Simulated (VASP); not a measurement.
OSZICAR of a VASP run on MoSi2 (MoSi2 type):

**OSZICAR**
```
       N       E                     dE             d eps       ncg     rms          rms(c)
DAV:   1     0.132533490985E+03    0.13253E+03   -0.11483E+04  5888   0.139E+03
DAV:   2    -0.117500730455E+02   -0.14428E+03   -0.14245E+03  7217   0.335E+02
DAV:   3    -0.149288872231E+02   -0.31788E+01   -0.31435E+01  7981   0.449E+01
DAV:   4    -0.149448451523E+02   -0.15958E-01   -0.15950E-01  6692   0.379E+00
DAV:   5    -0.149449940342E+02   -0.14888E-03   -0.14887E-03  8079   0.339E-01    0.187E+01
DAV:   6    -0.143344670827E+02    0.61053E+00   -0.79601E+00  6804   0.186E+01    0.378E+00
DAV:   7    -0.142309323818E+02    0.10353E+00   -0.12695E+00  6634   0.733E+00    0.401E+00
DAV:   8    -0.142290461582E+02    0.18862E-02   -0.10224E-01  6923   0.284E+00    0.512E-01
DAV:   9    -0.142318743303E+02   -0.28282E-02   -0.49241E-03  7385   0.623E-01    0.259E-01
DAV:  10    -0.142324867032E+02   -0.61237E-03   -0.16376E-03  7014   0.328E-01    0.394E-02
DAV:  11    -0.142325700287E+02   -0.83325E-04   -0.38251E-04  7028   0.162E-01    0.399E-02
DAV:  12    -0.142325702023E+02   -0.17369E-06   -0.76571E-05  6951   0.608E-02    0.700E-03
DAV:  13    -0.142325729099E+02   -0.27076E-05   -0.94663E-06  6391   0.248E-02    0.424E-03
DAV:  14    -0.142325730595E+02   -0.14957E-06   -0.22891E-07  8113   0.370E-03    0.732E-04
DAV:  15    -0.142325731465E+02   -0.87033E-07   -0.17623E-07  6076   0.342E-03
   1 F= -.14232573E+02 E0= -.14232420E+02  d E =-.142326E+02
       N       E                     dE             d eps       ncg     rms          rms(c)
DAV:   1    -0.142389430445E+02   -0.63700E-02   -0.20877E-01  6202   0.430E+00    0.388E-01
DAV:   2    -0.142362800058E+02    0.26630E-02   -0.66938E-03  7588   0.679E-01    0.195E-01
DAV:   3    -0.142354656167E+02    0.81439E-03   -0.22363E-03  7462   0.381E-01    0.739E-02
DAV:   4    -0.142354396728E+02    0.25944E-04   -0.17541E-04  6664   0.990E-02    0.255E-02
DAV:   5    -0.142354385602E+02    0.11126E-05   -0.11053E-05  7105   0.234E-02    0.104E-02
DAV:   6    -0.142354389804E+02   -0.42015E-06   -0.21982E-06  7336   0.110E-02    0.174E-03
DAV:   7    -0.142354390088E+02   -0.28451E-07   -0.10849E-07  3997   0.237E-03
   2 F= -.14235439E+02 E0= -.14235371E+02  d E =-.286586E-02
       N       E                     dE             d eps       ncg     rms          rms(c)
DAV:   1    -0.142354540323E+02   -0.15052E-04   -0.47454E-04  6216   0.205E-01    0.184E-02
DAV:   2    -0.142354480804E+02    0.59519E-05   -0.14893E-05  7588   0.321E-02    0.922E-03
DAV:   3    -0.142354463342E+02    0.17462E-05   -0.51090E-06  7511   0.183E-02    0.337E-03
DAV:   4    -0.142354462412E+02    0.92988E-07   -0.35392E-07  5446   0.448E-03
   3 F= -.14235446E+02 E0= -.14235374E+02  d E =-.287309E-02
       N       E                     dE             d eps       ncg     rms          rms(c)
DAV:   1    -0.142362596981E+02   -0.81336E-03   -0.33277E-02  6839   0.166E+00    0.142E-01
DAV:   2    -0.142357326056E+02    0.52709E-03   -0.13613E-03  6993   0.288E-01    0.738E-02
DAV:   3    -0.142356046461E+02    0.12796E-03   -0.37800E-04  7238   0.149E-01    0.296E-02
DAV:   4    -0.142355933335E+02    0.11313E-04   -0.48904E-05  7098   0.531E-02    0.104E-02
DAV:   5    -0.142355927548E+02    0.57876E-06   -0.40206E-06  6825   0.131E-02    0.481E-03
DAV:   6    -0.142355927697E+02   -0.14871E-07   -0.39057E-07  6986   0.458E-03
   4 F= -.14235593E+02 E0= -.14235522E+02  d E =-.146528E-03
       N       E                     dE             d eps       ncg     rms          rms(c)
DAV:   1    -0.142356434196E+02   -0.50665E-04   -0.17955E-03  6825   0.385E-01    0.330E-02
DAV:   2    -0.142356150239E+02    0.28396E-04   -0.73393E-05  7007   0.666E-02    0.171E-02
DAV:   3    -0.142356078624E+02    0.71615E-05   -0.20351E-05  7245   0.345E-02    0.687E-03
DAV:   4    -0.142356073861E+02    0.47632E-06   -0.26242E-06  7105   0.123E-02    0.241E-03
DAV:   5    -0.142356073759E+02    0.10181E-07   -0.21137E-07  5554   0.300E-03
   5 F= -.14235607E+02 E0= -.14235537E+02  d E =-.161135E-03
```

### Question
Which electronic solver shows in the log?

### Answer
It is blocked Davidson (ALGO = Normal, or the opening steps of other solvers). The INCAR had ALGO = Normal.

### Question
Can the final energy be trusted as converged?

### Answer
The run converged. It stopped with EDIFF = 1E-7, NELM = 100, NSW = 30 and EDIFFG = -0.01 after 5 ionic steps (vdW-DF2, plane waves, VASP's PBE PAW potentials (set 64)).

The compound is MoSi2 in the MoSi2 type structure. This cell is one point of a volume scan, at 0.94 of the reference volume. Symmetry was kept, so distortions that lower it aren't found.
